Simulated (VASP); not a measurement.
Method: PBE GGA, VASP's PBE PAW potentials (set 64) (plane waves; VASP).

VASP input:

INCAR:
```
SYSTEM = Ta
PREC = Accurate
ENCUT = 400
EDIFF = 1E-6
NELM = 100
ALGO = Normal
LREAL = .FALSE.
LASPH = .TRUE.
ISMEAR = 1
SIGMA = 0.1
GGA = PE
LMAXMIX = 6
LWAVE = .FALSE.
LCHARG = .FALSE.
ISIF = 2
AMIX = 0.2
BMIX = 0.0001
IMIX = 4
```

**KPOINTS**
```
Automatic mesh
0
Gamma
14 14 14
0 0 0
```

**POSCAR**
```
Ta
1
   -1.6500000000     1.6500000000     1.6500000000
    1.6500000000    -1.6500000000     1.6500000000
    1.6500000000     1.6500000000    -1.6500000000
Ta
1
Direct
  0.0000000000   0.0000000000   0.0000000000
```

POTCAR, in this order: Ta_pv (PBE.64 set). Program: vasp_std.

The resulting files:

OSZICAR:
```
       N       E                     dE             d eps       ncg     rms          rms(c)
DAV:   1     0.375156043383E+02    0.37516E+02   -0.58577E+03  1880   0.968E+02
DAV:   2    -0.116618012885E+02   -0.49177E+02   -0.48437E+02  2353   0.220E+02
DAV:   3    -0.122663906025E+02   -0.60459E+00   -0.56852E+00  2202   0.244E+01
DAV:   4    -0.122695897208E+02   -0.31991E-02   -0.31898E-02  2109   0.158E+00
DAV:   5    -0.122696093392E+02   -0.19618E-04   -0.19617E-04  2143   0.105E-01    0.136E+01
DAV:   6    -0.120384161886E+02    0.23119E+00   -0.13153E-01  1942   0.446E+00    0.100E+01
DAV:   7    -0.118199240825E+02    0.21849E+00   -0.78767E-01  1953   0.105E+01    0.997E-01
DAV:   8    -0.118163398830E+02    0.35842E-02   -0.43009E-03  1995   0.800E-01    0.337E-01
DAV:   9    -0.118153077258E+02    0.10322E-02   -0.29483E-03  1947   0.702E-01    0.478E-02
DAV:  10    -0.118153024282E+02    0.52976E-05   -0.18524E-05  2124   0.646E-02    0.351E-02
DAV:  11    -0.118153014993E+02    0.92890E-06   -0.14570E-06  1611   0.107E-02
   1 F= -.11815301E+02 E0= -.11815403E+02  d E =0.304662E-03
```

File OUTCAR:
```
------------------------ aborting loop because EDIFF is reached ----------------------------------------
  FORCE on cell =-STRESS in cart. coord.  units (eV):
  Direction    XX          YY          ZZ          XY          YZ          ZX
  --------------------------------------------------------------------------------------
  Total        0.4149276      0.4149276      0.4149276     -0.0000000     -0.0000000     -0.0000000
  in kB       36.9973889     36.9973889     36.9973889     -0.0000000     -0.0000000     -0.0000000
  external PRESSURE =      36.9973889 kB  Pullay stress =       0.0000000 kB
  volume of cell :       17.97
      direct lattice vectors                 reciprocal lattice vectors
    -1.650000000  1.650000000  1.650000000     0.000000000  0.303030303  0.303030303
     1.650000000 -1.650000000  1.650000000     0.303030303  0.000000000  0.303030303
     1.650000000  1.650000000 -1.650000000     0.303030303  0.303030303  0.000000000
 POSITION                                       TOTAL-FORCE (eV/Angst)
 -----------------------------------------------------------------------------------
      0.00000      0.00000      0.00000        -0.000000     -0.000000     -0.000000
 -----------------------------------------------------------------------------------
    total drift:                                0.000000     -0.000000      0.000000
  FREE ENERGIE OF THE ION-ELECTRON SYSTEM (eV)
  ---------------------------------------------------
  free  energy   TOTEN  =       -11.8153014993 eV

  energy  without entropy=      -11.8156061608  energy(sigma->0) =      -11.81540305
```
(Selected blocks of OUTCAR.)

**OUTCAR**
```
 val. band max:        5.4630300739   @ k =  -0.3571   0.4286   0.1429

 cond. band min:       5.5177743881   @ k =   0.0714   0.0714   0.0714


 Fermi energy:         5.4818670422

 k-point     1 :       0.0000    0.0000    0.0000
  band No.  band energies     occupation
      1     -27.5608      2.00000
      2     -27.5608      2.00000
      3     -27.5608      2.00000
      4      -2.4199      2.00000
      5       6.2381     -0.00000
      6       6.2381     -0.00000
      7       6.2381     -0.00000
      8       9.5205      0.00000
      9       9.5205      0.00000

 k-point     2 :       0.0714    0.0000    0.0000
  band No.  band energies     occupation
      1     -27.6246      2.00000
      2     -27.5804      2.00000
      3     -27.5612      2.00000
      4      -2.1916      2.00000
      5       6.0900     -0.00000
      6       6.1930     -0.00000
      7       6.4622     -0.00000
      8       9.2859      0.00000
      9       9.5212      0.00000

 k-point     3 :       0.1429    0.0000    0.0000
  band No.  band energies     occupation
      1     -27.7999      2.00000
      2     -27.6349      2.00000
      3     -27.5622      2.00000
      4      -1.5468      2.00000
      5       5.7026     -0.00773
      6       5.9833     -0.00000
      7       7.1227     -0.00000
      8       8.9070      0.00000
      9       9.5429      0.00000

 k-point     4 :       0.2143    0.0000    0.0000
  band No.  band energies     occupation
      1     -28.0453      2.00000
      2     -27.7127      2.00000
      3     -27.5637      2.00000
      4      -0.6170      2.00000
      5       5.2014      2.00054
      6       5.5870     -0.05927
      7       8.1843      0.00000
      8       8.8379      0.00000
      9       9.6288      0.00000

 k-point     5 :       0.2857    0.0000    0.0000
  band No.  band energies     occupation
      1     -28.3075      2.00000
      2     -27.7977      2.00000
      3     -27.5653      2.00000
...
```

Unless said otherwise, spin-orbit coupling is left out, though it shifts the bands of the heavy elements here.

The compound is Ta in the bcc structure. The cell was not relaxed at this level. The run is one of a series of settings (AMIX = 0.2, BMIX = 0.0001, IMIX = 4 against the base run), some of them coarse on purpose.
